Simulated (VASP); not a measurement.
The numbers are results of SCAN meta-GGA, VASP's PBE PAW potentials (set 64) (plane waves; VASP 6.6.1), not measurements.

The input files of a VASP run:

File KPOINTS_OPT:
```
k-points along high-symmetry lines
10
Line-mode
Reciprocal
  0.000000   0.000000   0.000000 ! GAMMA
  0.000000   0.500000   0.000000 ! X

  0.000000   0.500000   0.000000 ! X
  0.500000   0.500000   0.000000 ! M

  0.500000   0.500000   0.000000 ! M
  0.000000   0.000000   0.000000 ! GAMMA

  0.000000   0.000000   0.000000 ! GAMMA
  0.500000   0.500000   0.500000 ! R

  0.500000   0.500000   0.500000 ! R
  0.000000   0.500000   0.000000 ! X

  0.500000   0.500000   0.500000 ! R
  0.500000   0.500000   0.000000 ! M
```

INCAR:
```
PREC = Accurate
LREAL = .FALSE.
ENCUT = 520   # plane-wave cut-off (eV)
SYSTEM = AuZn
LASPH = .TRUE.   # aspherical one-centre terms
ISMEAR = -5
ALGO = Normal   # blocked Davidson
LMAXMIX = 6   # l cut-off of mixed one-centre charges
EDIFF = 1E-7
ISIF = 2
LORBIT = 11
NELM = 100   # most electronic steps
METAGGA = SCAN
NEDOS = 601
LCHARG = .FALSE.
LWAVE = .FALSE.
LMIXTAU = .TRUE.
```

**POSCAR**
```
AuZn
1
    3.1243011415    -0.0000000000     0.0000000000
    0.0000000000     3.1243011415     0.0000000000
   -0.0000000000    -0.0000000000     3.1243011415
Zn Au
1 1
Direct
  0.5000000000   0.5000000000   0.5000000000
  0.0000000000   0.0000000000   0.0000000000
```

**KPOINTS**
```
K-points
0
G
 13 13 13
0 0 0
```

POTCAR, in this order: Zn Au (PBE.64 set). Program: vasp_std.

Unless said otherwise, spin-orbit coupling is left out, though it shifts the bands of the heavy elements here.

Question: Predict the energy per atom (σ→0), band gap (over mesh and band path).

Answer: 
The energy per atom (σ→0) is -41.607 eV/atom and the band gap (over mesh and band path) is none (metal, semimetal or under 0.01 eV).

File OSZICAR:
```
...
DAV:  16    -0.832132556415E+02    0.42173E-05   -0.25716E-06  2940   0.189E-02    0.193E-03
DAV:  17    -0.832132549995E+02    0.64208E-06   -0.43107E-07  2828   0.809E-03    0.752E-04
DAV:  18    -0.832132546073E+02    0.39215E-06   -0.52412E-08  1526   0.339E-03    0.282E-04
DAV:  19    -0.832132547249E+02   -0.11755E-06   -0.14164E-08  1330   0.198E-03    0.230E-04
DAV:  20    -0.832132548571E+02   -0.13221E-06   -0.15059E-09  1330   0.886E-04    0.868E-05
DAV:  21    -0.832132548749E+02   -0.17779E-07   -0.10685E-09  1330   0.351E-04
   1 F= -.83213255E+02 E0= -.83213255E+02  d E =0.000000E+00
       N       E                     dE             ncg
```

The compound is AuZn in the CsCl type structure. It was relaxed first. The electron count is odd and the run is not spin-polarised, which forces a metal.
